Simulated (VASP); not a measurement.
The system is Hf.

```
Hf
1.0
     3.19670    0.00000    0.00000
    -1.59835    2.76842    0.00000
     0.00000    0.00000    5.05780
Hf
2
Direct
  0.33333 0.66667 0.25000
  0.66667 0.33333 0.75000
```

- Program: VASP 6.6.1
- Task: relaxation of cell and atoms
- Functional: PBEsol
- Potentials or basis: VASP PAW PBE potentials, release 64 (Hf_pv)
- Cutoff: 600 eV
- k mesh: 19 × 19 × 11
- Occupations: fermi-dirac, width 0.05 eV
- Spin: no spin polarisation

At the start: pressure -4.1 GPa; volume 22.38 Å³/atom.

Q: How do energy, volume and symmetry change on relaxing?

A: Over 6 steps the energy falls by 11.2 meV/atom and the volume is 21.54 Å³/atom (-3.8 %); space group P6_3/mmc (No. 194, to 0.05 Å).

The path:
| step | energy change (eV) | largest force (eV/Å) | pressure (GPa) | volume (Å³) |
| --- | --- | --- | --- | --- |
| 1 | 0.0000 | 0.0000 | -4.14 | 44.76 |
| 2 | 0.0119 | 0.0000 | 5.79 | 41.12 |
| 3 | -0.0223 | 0.0000 | -0.05 | 43.10 |
| 4 | -0.0223 | 0.0000 | 0.04 | 43.06 |
| 5 | -0.0223 | 0.0000 | -0.05 | 43.10 |
| 6 | -0.0223 | 0.0000 | -0.01 | 43.08 |

Final structure:
```cif
data_structure
_symmetry_space_group_name_H-M 'P 1'
_symmetry_Int_Tables_number 1
_cell_length_a 3.1569
_cell_length_b 3.1569
_cell_length_c 4.9918
_cell_angle_alpha 90.000
_cell_angle_beta 90.000
_cell_angle_gamma 120.000
_cell_volume 43.08
loop_
_atom_site_label
_atom_site_type_symbol
_atom_site_fract_x
_atom_site_fract_y
_atom_site_fract_z
_atom_site_occupancy
Hf1 Hf 0.33333 0.66667 0.25000 1
Hf2 Hf 0.66667 0.33333 0.75000 1
```

Caveat: the PAW data sets were made with another functional, which shifts forces and pressure a little.
